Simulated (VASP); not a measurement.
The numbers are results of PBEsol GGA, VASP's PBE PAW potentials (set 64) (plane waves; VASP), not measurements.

Input for VASP

### INCAR
```
# general
SYSTEM  = BBi
PREC    = Accurate
ENCUT   = 620
LREAL   = .FALSE.
LASPH   = .TRUE.   # aspherical one-centre terms

# electronic loop
EDIFF   = 1E-6   # SCF stop (eV)
NELM    = 100
ALGO    = Normal
LMAXMIX = 4

# smearing
ISMEAR  = 1   # Methfessel-Paxton
SIGMA   = 0.1

# functional
GGA     = PS

# ions
IBRION  = 2   # conjugate gradients
NSW     = 40   # most ionic steps
ISIF    = 3   # ions, shape and volume
EDIFFG  = -0.02
PSTRESS = 450   # kbar

# output
LWAVE   = .FALSE.
LCHARG  = .FALSE.
```

### POSCAR
```
BBi
1.0
  3.3833078449  -0.0000000005   0.0000000000
 -1.6916539230   2.9300201504   0.0000000000
  0.0000000000   0.0000000000   5.8654075850
B Bi
2 2
Cart
  0.0000000000   0.0000000000   0.0000000000
  0.0000000000   0.0000000000   2.9327037925
 -0.0000016920   1.9533477434   1.4663518962
  1.6916556139   0.9766724065   4.3990556887
```

**KPOINTS**
```
Automatic mesh
0
Gamma
10 10 5
0 0 0
```

POTCAR, in this order: B Bi_d (PBE.64 set). Program: vasp_std.

Question: What will the output report for the number of irreducible k-points (NKPTS), largest plane-wave count, number of space-group operations, FFT grid (NGX, NGY, NGZ)?

Answer: 
The number of irreducible k-points (NKPTS) is 42. The largest plane-wave count comes out as 2056. The number of space-group operations comes out as 24. The FFT grid (NGX, NGY, NGZ) comes out as 28 × 28 × 48.

The structure was generated: BBi was put into the NiAs type type (P6_3/mmc), which need not be its known phase. This run relaxes it under an external pressure of 45 GPa. Symmetry was kept, so distortions that lower it aren't found.
